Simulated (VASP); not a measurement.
Li2Nb: relaxation of cell and atoms with PBE

Li2Nb:

```
Li Nb
1.0
     4.18052    0.00000    0.00000
    -2.09026    3.62044    0.00000
     0.00000    0.00000    2.67285
Li Nb
2 1
Direct
  0.33333 0.66667 0.50000
  0.66667 0.33333 0.50000
  0.00000 0.00000 0.50000
```

The cell was built by a generator and needn't be a form met in nature.

```json
{"Program": "VASP 6.6.1", "Task": "relaxation of cell and atoms", "Functional": "PBE", "Potentials or basis": "VASP PAW PBE potentials, release 64 (Li_sv, Nb_sv)", "Cutoff": "600 eV", "k mesh": "7 × 7 × 10", "Occupations": "methfessel-paxton, width 0.2 eV", "Spin": "no spin polarisation", "Further INCAR settings": "ALGO = Fast; EDIFF = 1e-06; IBRION = 2; EDIFFG = -0.01; NSW = 60; ISIF = 3"}
```

```yaml
Relaxed_volume: 17.65 Å³/atom
Relaxed_cell: a = 5.004 Å, b = 5.004 Å, c = 2.442 Å, α = 90.00°, β = 90.00°, γ = 120.00°
Space_group_after_relaxing_to_0.05_Å: P6/mmm (No. 191)
Energy_gained_by_relaxing: 586.1 meV/atom
Ionic_steps: 12
Pressure_after_relaxing: 0.0 GPa
Band_gap_on_the_k_mesh: none (metal or under the smearing width)
```

Stress tensor (GPa, compression positive):
```
 0.07  0.00  0.00
 0.00  0.07  0.00
 0.00  0.00 -0.01
```

Step by step:
```
step  energy change (eV)  largest force (eV/Å)  pressure (GPa)  volume (Å³)
   1              0.0000                0.0000           17.34        40.45
   2             -1.5797                0.0000            0.16        49.01
   3             -1.6419                0.0000            3.01        49.42
   4             -1.6928                0.0000            2.44        50.22
   5             -1.7471                0.0000            1.07        51.83
   6             -1.7568                0.0000            0.64        52.38
   7             -1.7564                0.0000            0.26        52.69
   8             -1.7581                0.0000            0.08        52.93
   9             -1.7583                0.0000            0.04        52.91
  10             -1.7583                0.0000            0.09        52.87
  11             -1.7583                0.0000            0.10        52.86
  12             -1.7583                0.0000            0.04        52.96
```

Final structure:
```xyz
3
Lattice="5.0036 0.0000 0.0000 -2.5018 4.3332 0.0000 0.0000 0.0000 2.4424" Properties=species:S:1:pos:R:3 pbc="T T T"
Li    0.0000    2.8888    1.2212
Li    2.5018    1.4444    1.2212
Nb    5.0036    0.0000    1.2212
```

Levels at points of the mesh, in eV from the Fermi level:
```tsv
k point	band 8	band 9	band 10	band 11	band 12	band 13
(0.00, 0.00, 0.00)	-2.74	-1.82	-1.82	2.52	2.52	4.88
(0.00, 0.00, 0.50)	-2.14	0.09	0.89	0.90	0.90	5.54
```

Wall time 11 min on 1 thread of Intel(R) Xeon(R) 6975P-C (Granite Rapids) (shared host), peak memory 0.2 GiB.

Caveat: the cutoff is under 1.25 times the usual one of these potentials, so pressure, stress and relaxed cells hold a basis-set (Pulay) error; the volume moved by over 15 % at a fixed basis, so the end points are rough.
